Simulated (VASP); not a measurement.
Runs of VASP 6.6.1 on Pt. The structure is cubic, space group Fm-3m (No. 225). The conventional cell has a = 3.917 Å, b = 3.917 Å, c = 3.917 Å, α = 90.00°, β = 90.00°, γ = 90.00°. Around Pt (site symmetry m-3m) lie 12 Pt at 2.77 Å. 

```csv
level,k mesh,cutoff (eV),smearing,gap on the mesh (eV),pressure (GPa)
PBEsol,18 × 18 × 18,520,gaussian 0.5 eV,none,1.2
PBEsol,18 × 18 × 18,900,gaussian 0.1 eV,none,0.0
PBEsol,18 × 18 × 18,700,gaussian 0.1 eV,none,0.0
r2SCAN,18 × 18 × 18,520,gaussian 0.1 eV,none,5.9
PBEsol,28 × 28 × 28,520,gaussian 0.1 eV,none,(a)
```

Alike in all rows: task single point; potentials or basis VASP PAW PBE potentials, release 64 (Pt); no spin polarisation; cell as given.

Task: Fill in the values left out.

Result: (a) -0.1.

Caveats: the PAW data sets were made with another functional, which shifts forces and pressure a little.

A k mesh can miss the band edges, and the runs leave out spin-orbit coupling on Pt.

A gap of «none» marks a metal or a gap under the smearing width.
